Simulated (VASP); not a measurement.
OSZICAR of a VASP run on Li (bcc):

**OSZICAR**
```
       N       E                     dE             d eps       ncg     rms          rms(c)
DAV:   1     0.139432062302E+01    0.13943E+01   -0.84057E+02  1008   0.402E+02
DAV:   2    -0.133453505394E+01   -0.27289E+01   -0.26551E+01  1440   0.551E+01
DAV:   3    -0.140913153188E+01   -0.74596E-01   -0.74585E-01  1290   0.694E+00
DAV:   4    -0.141039619907E+01   -0.12647E-02   -0.12646E-02  1494   0.764E-01
DAV:   5    -0.141039963596E+01   -0.34369E-05   -0.34369E-05  1284   0.380E-02    0.112E+00
DAV:   6    -0.162080681724E+01   -0.21041E+00   -0.94830E-03  1212   0.839E-01    0.187E-01
DAV:   7    -0.161952922307E+01    0.12776E-02   -0.65054E-03  1452   0.487E-01    0.100E-01
DAV:   8    -0.161920426344E+01    0.32496E-03   -0.41848E-04  1422   0.199E-01    0.509E-02
DAV:   9    -0.161914799026E+01    0.56273E-04   -0.11033E-04  1782   0.655E-02    0.397E-03
DAV:  10    -0.161914945791E+01   -0.14676E-05   -0.73863E-06  1584   0.158E-02    0.197E-03
DAV:  11    -0.161914955846E+01   -0.10055E-06   -0.22235E-07   696   0.475E-03
   1 F= -.16191496E+01 E0= -.16191013E+01  d E =-.964768E-04
```

Problem. Which electronic solver shows in the log?

Solution. It is blocked Davidson (ALGO = Normal, or the opening steps of other solvers). The INCAR had ALGO = Normal.

Problem. Can the final energy be trusted as converged?

Solution. Self-consistency was reached. It stopped with EDIFF = 1E-6, NELM = 100 (PBE GGA, plane waves, VASP's PBE PAW potentials (set 64)). The cell is charged, with a uniform compensating background.

The compound is Li in the bcc structure. The cell was not relaxed at this level. The run is one of a series of settings (ISMEAR = 0, NELECT = 3.5, SIGMA = 0.05 against the base run), some of them coarse on purpose.
